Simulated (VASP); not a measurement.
An input for Quantum ESPRESSO's pw.x (written as the equivalent of a VASP run, and not itself run):

```
&CONTROL
  calculation = 'scf'
  pseudo_dir = './pseudo'
  outdir = './out'
  tprnfor = .true.
  tstress = .true.
/
&SYSTEM
  ibrav = 0
  nat = 2
  ntyp = 2
  ecutwfc = 82.3
  occupations = 'smearing'
  smearing = 'gaussian'
  degauss = 0.003675
  input_dft = 'revpbe'
/
&ELECTRONS
  conv_thr = 7.3e-09
  electron_maxstep = 100
/
ATOMIC_SPECIES
  Te 127.600 Te.upf
  Pb 207.200 Pb.upf
CELL_PARAMETERS angstrom
     0.0000000    3.2460200    3.2460200
     3.2460200    0.0000000    3.2460200
     3.2460200    3.2460200    0.0000000
ATOMIC_POSITIONS crystal
  Te   0.5000000  0.5000000  0.5000000
  Pb   0.0000000  0.0000000  0.0000000
K_POINTS automatic
  7 7 7 0 0 0
```

Problem. Translate this input to VASP (INCAR, KPOINTS, POSCAR, choice of POTCAR).

Solution. One answer among several that fit: 
### KPOINTS
```
Automatic mesh
0
Gamma
7 7 7
0 0 0
```

**POSCAR**
```
PbTe
1
    0.0000000000     3.2460200232     3.2460200232
    3.2460200232     0.0000000000     3.2460200232
    3.2460200232     3.2460200232     0.0000000000
Te Pb
1 1
Direct
  0.5000000000   0.5000000000   0.5000000000
  0.0000000000   0.0000000000   0.0000000000
```

### INCAR
```
SYSTEM  =  PbTe
PREC  =  Accurate; ENCUT  =  520; LREAL  =  .FALSE.
LASPH  =  .TRUE.
EDIFF  =  1E-7; NELM  =  100; ALGO  =  Normal
LMAXMIX  =  4
ISMEAR  =  0; SIGMA  =  0.05
GGA  =  RE
ISIF  =  2
LWAVE  =  .FALSE.; LCHARG  =  .FALSE.
```

POTCAR, in this order: Te Pb_d (PBE.64 set). Program: vasp_std.

What does not carry over: the potentials are each code's own (VASP's PAW set, PseudoDojo norm-conserving files in pw.x), so ENCUT and ecutwfc are chosen apart and not converted; conv_thr bounds pw.x's estimated SCF error, while EDIFF bounds the energy change between steps.

The compound is PbTe in the rock salt structure. This cell is one point of a volume scan, at 0.94 of the reference volume.
